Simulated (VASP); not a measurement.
VASP input:

KPOINTS:
```
Automatic mesh
0
Gamma
4 4 4
0 0 0
```

**POSCAR**
```
KPbI3
1
    6.1727034317     0.0000000000    -0.0000000000
    0.0000000000     6.1727034317     0.0000000000
    0.0000000000    -0.0000000000     6.1727034317
K Pb I
1 1 3
Direct
  0.0000000000   0.0000000000   0.0000000000
  0.5000000000   0.5000000000   0.5000000000
  0.0000000000   0.5000000000   0.5000000000
  0.5000000000   0.5000000000   0.0000000000
  0.5000000000   0.0000000000   0.5000000000
```

**INCAR**
```
ENCUT=400   ! plane-wave cut-off (eV)
ALGO=Normal
NELM=100
PREC=Accurate
NSW=60
GGA=PS
LASPH=.True.
LWAVE=.False.
LREAL=.False.   ! projection in real space or not
SIGMA=0.05   ! width (eV)
IBRION=2
LMAXMIX=4   ! l cut-off of mixed one-centre charges
LCHARG=.False.
ISMEAR=0   ! Gaussian
EDIFFG=-0.02   ! ionic stop
ISIF=3   ! ions, shape and volume
SYSTEM=KPbI3
EDIFF=1E-6   ! SCF stop (eV)
```

POTCAR, in this order: K_sv Pb_d I (PBE.64 set). Program: vasp_std.

**Question.** Write an equivalent input for Quantum ESPRESSO's pw.x.

**Answer.** One equivalent input (not run):
```
&CONTROL
  calculation = 'vc-relax'
  pseudo_dir = './pseudo'
  outdir = './out'
  tprnfor = .true.
  tstress = .true.
  nstep = 60
  forc_conv_thr = 0.00078
/
&SYSTEM
  ibrav = 0
  nat = 5
  ntyp = 3
  ecutwfc = 74
  occupations = 'smearing'
  smearing = 'gaussian'
  degauss = 0.003675
  input_dft = 'pbesol'
/
&ELECTRONS
  conv_thr = 7.3e-08
  electron_maxstep = 100
/
&IONS
/
&CELL
/
ATOMIC_SPECIES
  K 39.098 K.upf
  Pb 207.200 Pb.upf
  I 126.904 I.upf
CELL_PARAMETERS angstrom
     6.1727034    0.0000000   -0.0000000
     0.0000000    6.1727034    0.0000000
     0.0000000   -0.0000000    6.1727034
ATOMIC_POSITIONS crystal
  K    0.0000000  0.0000000  0.0000000
  Pb   0.5000000  0.5000000  0.5000000
  I    0.0000000  0.5000000  0.5000000
  I    0.5000000  0.5000000  0.0000000
  I    0.5000000  0.0000000  0.5000000
K_POINTS automatic
  4 4 4 0 0 0
```
The two are equivalent in intent, not identical: the potentials are each code's own (VASP's PAW set, PseudoDojo norm-conserving files in pw.x), so ENCUT and ecutwfc are chosen apart and not converted; conv_thr bounds pw.x's estimated SCF error, while EDIFF bounds the energy change between steps; forc_conv_thr acts on force components and is met together with etot_conv_thr.

The structure was generated: KPbI3 was put into the cubic-perovskite type (Pm-3m), which need not be its known phase. This run relaxes it. Symmetry was kept, so distortions that lower it aren't found. The start is the result of an earlier pass.
